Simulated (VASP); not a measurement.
Data:

```xyz
1
Lattice="2.6797 0.0000 0.0000 0.0000 2.6797 0.0000 0.0000 0.0000 2.6797" Properties=species:S:1:pos:R:3 pbc="T T T"
Ag     0.0000     0.0000     0.0000
```

The numbers are results of PBEsol GGA, VASP's PBE PAW potentials (set 64) (plane waves; VASP), not measurements. Run with 400 eV cut-off, 15×15×15 Γ-centred mesh, tetrahedra with Blöchl corrections, potentials Ag.

Question: What does the run give for the energy per atom (σ→0), band gap (on the k-mesh) with the smallest direct gap where there is one?

Answer: 
```json
{
 "band gap (on the k-mesh)": "none (metal, semimetal or under 0.01 eV)",
 "energy per atom (σ→0)": "-2.911 eV/atom"
}
```

The structure was generated: Ag was put into the simple-cubic type (Pm-3m), which need not be its known phase. It was relaxed first.
